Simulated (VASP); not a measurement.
Wanted: the native input for a VASP 6.6.1 run.

```
Task                   : single point
Functional             : vdW-DF
Potentials or basis    : VASP PAW PBE potentials, release 64 (C)
Cutoff                 : 520 eV
k mesh                 : 16 × 16 × 4
Occupations            : fermi-dirac, width 0.05 eV
Spin                   : no spin polarisation
Further INCAR settings : ALGO = Fast; EDIFF = 1e-06
```

The structure of C lies in POSCAR:

```
C
1.0
    2.4610000000      0.0000000000      0.0000000000
   -1.2305000000      2.1312885187      0.0000000000
    0.0000000000      0.0000000000      6.1713600000
C
4
Direct
    0.0000000000      0.0000000000      0.2500000000
    0.3333333333      0.6666666667      0.2500000000
    0.0000000000      0.0000000000      0.7500000000
    0.6666666667      0.3333333333      0.7500000000
```

The cell was built by a generator and needn't be a form met in nature.

These files were run (other wordings do the same):

INCAR

```
AGGAC = 0.0
ALGO = Fast
EDIFF = 1E-6
ENCUT = 520
GGA = RE
ISIF = 2
ISMEAR = -1
LASPH = True
LCHARG = False
LREAL = False
LUSE_VDW = True
LWAVE = False
NELM = 60
PREC = Accurate
SIGMA = 0.05
```

KPOINTS

```
k-points
0
Gamma
  16 16 4
```

Potentials or basis: VASP PAW PBE potentials, release 64 (C).

Launch:

```bash
$ cat potpaw_PBE.64/C/POTCAR > POTCAR
$ mpirun -np 1 vasp_std > vasp.out
```

Results of the run:

```json
{
 "Pressure": "8.8 GPa",
 "Band gap on the k mesh": "0.29 eV, direct"
}
```

Caveat: the PAW data sets were made with another functional, which shifts forces and pressure a little.

It took 40 s on 1 thread of Intel(R) Xeon(R) 6975P-C (Granite Rapids), on a shared host, peak memory 0.28 GiB.
